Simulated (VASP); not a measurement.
Output of a VASP run:

OUTCAR:
```
 ion  position               nearest neighbor table
   1  0.000  0.000  0.000-   2 3.15   2 3.15   2 3.15   2 3.15   2 3.15   2 3.15
   2  0.500  0.500  0.500-   1 3.15   1 3.15   1 3.15   1 3.15   1 3.15   1 3.15
  LATTYP: Found a face centered cubic cell.
 ALAT       =     6.2900000000
 Subroutine PRICEL returns:
 Original cell was already a primitive cell.
 Subroutine GETGRP returns: Found 48 space group operations
The static configuration has the point symmetry O_h .
The dynamic configuration has the point symmetry O_h .
 Subroutine INISYM returns: Found 48 space group operations
 Subroutine IBZKPT returns following result:
 Found      4 irreducible k-points:

 Following reciprocal coordinates:
            Coordinates               Weight
  0.000000  0.000000  0.000000      1.000000
  0.333333  0.000000  0.000000      8.000000
  0.333333  0.333333  0.000000      6.000000
 -0.333333  0.333333  0.000000     12.000000
   k-points           NKPTS =      4   k-points in BZ     NKDIM =      4   number of bands    NBANDS=     12
   number of dos      NEDOS =    301   number of ions     NIONS =      2
   total plane-waves  NPLWV =  21952
   dimension x,y,z NGX =    28 NGY =   28 NGZ =   28
   dimension x,y,z NGXF=    56 NGYF=   56 NGZF=   56
   ions per type =               1   1
   PREC   = accura    normal or accurate (medium, high low for compatibility)
   ISTART =      0    job   : 0-new  1-cont  2-samecut
   ICHARG =      2    charge: 1-file 2-atom 10-const
   ISPIN  =      1    spin polarized calculation?
   LNONCOLLINEAR =      F non collinear calculations
   LSORBIT =      F    spin-orbit coupling
   INIWAV =      1    electr: 0-lowe 1-rand  2-diag
   ENCUT  =  300.0 eV  22.05 Ry    4.70 a.u.   6.28  6.28  6.28*2*pi/ulx,y,z
   NELM   =    100;   NELMIN=  2; NELMDL= -5     # of ELM steps
   EDIFF  = 0.1E-05   stopping-criterion for ELM
   LREAL  =      F    real-space projection
   NLSPLINE    = F    spline interpolate recip. space projectors
   LMAXMIX     =    2 max onsite mixed and CHGCAR
   VOSKOWN=      0    Vosko Wilk Nusair interpolation
   EDIFFG = 0.1E-04   stopping-criterion for IOM
   NSW    =      0    number of steps for IOM
   NBLOCK =      1;   KBLOCK =      1    inner block; outer block
   IBRION =     -1    ionic relax: 0-MD 1-quasi-New 2-CG
   NFREE  =      0    steps in history (QN), initial steepest desc. (CG)
   ISIF   =      2    stress and relaxation
   ISYM   =      2    0-nonsym 1-usesym 2-fastsym
   TEIN   =    0.0    initial temperature
   TEBEG  =    0.0;   TEEND  =   0.0 temperature during run
   SMASS  =  -3.00    Nose mass-parameter (am)
   PSTRESS=    0.0 pullay stress
   NELECT =      16.0000    total number of electrons
   EFERMI =   0.00;   METHOD = LEGACY
   ISMEAR =    -1;   SIGMA  =   0.05  broadening in eV -4-tet -1-fermi 0-gaus
   IALGO  =     38    algorithm
   LDIAG  =      T    sub-space diagonalisation (order eigenvalues)
   IMIX   =      4    mixing-type and parameters
     AMIX     =   0.40;   BMIX     =  1.00
     AMIX_MAG =   1.60;   BMIX_MAG =  1.00
     AMIN     =   0.10
   GGA     = PE    functional components
   VOSKOWN =     0    Vosko Wilk Nusair interpolation
   LHFCALC =     F    Hartree Fock is set to
   LHFONE  =     F    Hartree Fock one center treatment
   AEXX    =    0.0000 exact exchange contribution
   IVDW    =     0    specifies the selected vdW correction
   LEPSILON=     F    determine dielectric tensor
   LRPA    =     F    only Hartree local field effects (RPA)
  energy-cutoff  :      300.00
  volume of cell :       62.21
      direct lattice vectors                 reciprocal lattice vectors
     0.000000000  3.145000000  3.145000000    -0.158982512  0.158982512  0.158982512
     3.145000000  0.000000000  3.145000000     0.158982512 -0.158982512  0.158982512
     3.145000000  3.145000000  0.000000000     0.158982512  0.158982512 -0.158982512
 k-point     1 :   0.0000 0.0000 0.0000  plane waves:     725
 k-point     2 :   0.3333 0.0000 0.0000  plane waves:     751
 k-point     3 :   0.3333 0.3333 0.0000  plane waves:     717
 k-point     4 :  -0.3333 0.3333 0.0000  plane waves:     730
 maximum number of plane-waves:       751
```

**OSZICAR**
```
       N       E                     dE             d eps       ncg     rms          rms(c)
DAV:   1     0.705595092479E+02    0.70560E+02   -0.53955E+03    96   0.790E+02
DAV:   2    -0.334320650325E+01   -0.73903E+02   -0.69387E+02   136   0.226E+02
DAV:   3    -0.695048203821E+01   -0.36073E+01   -0.35974E+01   120   0.458E+01
DAV:   4    -0.708985180831E+01   -0.13937E+00   -0.13928E+00   148   0.837E+00
DAV:   5    -0.709163152110E+01   -0.17797E-02   -0.17797E-02   120   0.103E+00    0.350E+00
DAV:   6    -0.680002381838E+01    0.29161E+00   -0.53405E-01   112   0.404E+00    0.286E+00
DAV:   7    -0.678445508247E+01    0.15569E-01   -0.13404E-01   116   0.221E+00    0.166E+00
DAV:   8    -0.679734451557E+01   -0.12889E-01   -0.20185E-02   116   0.120E+00    0.228E-01
DAV:   9    -0.679789132901E+01   -0.54681E-03   -0.10834E-03   128   0.216E-01    0.113E-01
DAV:  10    -0.679866475310E+01   -0.77342E-03   -0.80645E-04    96   0.205E-01    0.140E-02
DAV:  11    -0.679867891052E+01   -0.14157E-04   -0.22267E-05   144   0.280E-02    0.404E-03
DAV:  12    -0.679868362422E+01   -0.47137E-05   -0.27291E-06   100   0.124E-02    0.188E-03
DAV:  13    -0.679868405161E+01   -0.42738E-06   -0.27023E-07    96   0.356E-03
   1 F= -.67986841E+01 E0= -.67986841E+01  d E =-.245859E-10
```

**OUTCAR**
```
------------------------ aborting loop because EDIFF is reached ----------------------------------------
  FORCE on cell =-STRESS in cart. coord.  units (eV):
  Direction    XX          YY          ZZ          XY          YZ          ZX
  --------------------------------------------------------------------------------------
  Total        0.2093526      0.2093526      0.2093526      0.0000000      0.0000000     -0.0000000
  in kB        5.3913423      5.3913423      5.3913423      0.0000000      0.0000000     -0.0000000
  external PRESSURE =       5.3913423 kB  Pullay stress =       0.0000000 kB
  volume of cell :       62.21
      direct lattice vectors                 reciprocal lattice vectors
     0.000000000  3.145000000  3.145000000    -0.158982512  0.158982512  0.158982512
     3.145000000  0.000000000  3.145000000     0.158982512 -0.158982512  0.158982512
     3.145000000  3.145000000  0.000000000     0.158982512  0.158982512 -0.158982512
  FREE ENERGIE OF THE ION-ELECTRON SYSTEM (eV)
  ---------------------------------------------------
  free  energy   TOTEN  =        -6.7986840516 eV

  energy  without entropy=       -6.7986840516  energy(sigma->0) =       -6.79868405
```
(Selected blocks of OUTCAR.)

POSCAR:
```
KCl
1
    0.0000000000     3.1450000000     3.1450000000
    3.1450000000     0.0000000000     3.1450000000
    3.1450000000     3.1450000000     0.0000000000
K Cl
1 1
Direct
  0.0000000000   0.0000000000   0.0000000000
  0.5000000000   0.5000000000   0.5000000000
```

Problem. Write an INCAR and KPOINTS that could have produced this output.

Solution. This is not unique; one that fits is the input of the run itself, PBE GGA, plane waves, VASP's PBE PAW potentials (set 64).

KPOINTS:
```
Automatic
0
gamma
  3 3 3
```

INCAR:
```
SYSTEM = KCl
PREC = Accurate; ENCUT = 300; LREAL = .FALSE.
LASPH = .TRUE.
EDIFF = 1E-6; NELM = 100; ALGO = Normal
ISMEAR = -1; SIGMA = 0.05
GGA = PE
ISIF = 2
LWAVE = .FALSE.; LCHARG = .FALSE.
```

POTCAR, in this order: K_sv Cl (PBE.64 set). Program: vasp_std.

At this cut-off the stress carries a Pulay error, which pulls relaxed volumes low.

The structure is a typed KCl crystal (Fm-3m). The cell was not relaxed at this level. The k-mesh is coarse (spacing up to 0.58 per Å, 2π included), so the numbers may not be converged in it. The run is one of a series of settings (KPOINTS 3×3×3 Γ-centred mesh against the base run), some of them coarse on purpose.
